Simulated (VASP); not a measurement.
Consider the following.

```
CELL_PARAMETERS angstrom
      0.00000     2.93695     2.93695
      2.95914    -0.02219     2.95914
      2.95914     2.95914    -0.02219
ATOMIC_POSITIONS crystal
  Pb 0.00000 0.00000 0.00000
  F  0.24857 0.25143 0.25143
  F  0.75143 0.74857 0.74857
```

Computed with r2SCAN meta-GGA, VASP's PBE PAW potentials (set 64) (plane waves; VASP). Run with 600 eV cut-off, 6×6×6 Γ-centred mesh, Gaussian smearing of 0.050 eV, potentials Pb_d F.

**Question.** What does the run give for the energy per atom (σ→0)?

**Answer.** 
```json
{
 "energy per atom (σ→0)": "-2256.7 kJ/mol-atom"
}
```

The compound is PbF2 in the fluorite structure, the β form. This cell was strained or had an atom moved on purpose. Symmetry was kept, so distortions that lower it aren't found.
